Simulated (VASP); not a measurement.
```
GeSb
1.0
    2.90073     0.00000     0.00000
    0.00000     2.90073     0.00000
    0.00000     0.00000     5.78957
Ge Sb
1 1
Direct
  0.00000   0.00000   0.00000
  0.00000   0.00000   0.50000
```

The numbers are results of PBEsol GGA with spin-orbit coupling, VASP's PBE PAW potentials (set 64) (plane waves; VASP 6.6.1), not measurements. Numerical set-up: 400 eV cut-off, 11×11×6 Γ-centred mesh, Gaussian smearing of 0.050 eV, potentials Ge_d Sb.

Question: What does the run give for the energy per atom (σ→0), band gap (over mesh and band path) with the smallest direct gap where there is one?

Answer: 
| Quantity | Value |
|---|---|
| band gap (over mesh and band path) | none (metal, semimetal or under 0.01 eV) |
| energy per atom (σ→0) | -4.564 eV/atom |

The absolute energy has meaning only against runs of the same code, potentials and settings.

The structure comes from a computed database's GeSb entry (P4/mmm); how it stands against other phases isn't given here. It was relaxed first.
